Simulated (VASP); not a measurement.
Wanted: the native input for a VASP 6.6.1 run.

```yaml
Task: single point
Functional: PBE
Potentials_or_basis: VASP PAW PBE potentials, release 64 (Si, C)
Cutoff: 520 eV
k_mesh: 4 × 4 × 4
Occupations: gaussian, width 0.1 eV
Spin: no spin polarisation
Dipole_correction: no
Further_INCAR_settings: ALGO = Normal; EDIFF = 1e-06; NBANDS = 23
```

The structure of Si6C lies in POSCAR:

```
Si6C
1.0
    0.0000000000      3.7901598600      3.7901598600
    3.7901598600      0.0000000000      3.7901598600
    3.7901598600      3.7901598600      0.0000000000
Si C
6 1
Direct
    0.5000000000      0.5000000000      0.0000000000
    0.5000000000      0.0000000000      0.5000000000
    0.0000000000      0.0000000000      0.5000000000
    0.0000000000      0.5000000000      0.0000000000
    0.0000000000      0.5000000000      0.5000000000
    0.5000000000      0.0000000000      0.0000000000
    0.0000000000      0.0000000000      0.0000000000
```

The cell was built by a generator and needn't be a form met in nature.

The cell isn't the ideal one: species swapped into the Zn6Mo type (Fm-3m, No. 225).

These files were run (other wordings do the same):

INCAR

```
SYSTEM = Si6C
  PREC = Accurate
  ENCUT = 520
  EDIFF = 1E-6
  ISMEAR = 0
  SIGMA = 0.1
  LREAL = .False.
  LASPH = .True.
  NELM = 100
  ALGO = Normal
  ISIF = 2
  LWAVE = .False.
  LCHARG = .False.
  GGA = PE
  NBANDS = 23
```

KPOINTS

```
regular mesh
0
Gamma
  4 4 4
  0 0 0
```

Potentials or basis: VASP PAW PBE potentials, release 64 (Si, C).

Command:

```bash
$ cat potpaw_PBE.64/Si/POTCAR potpaw_PBE.64/C/POTCAR > POTCAR
$ mpirun -np 1 vasp_std > vasp.out
```

It gave:

- Pressure: -7.3 GPa
- Band gap on the k mesh: none (metal or under the smearing width)

It took 30 s on 1 thread of Intel(R) Xeon(R) Platinum 8375C CPU @ 2.90GHz (Ice Lake), on a shared host, peak memory 0.23 GiB.
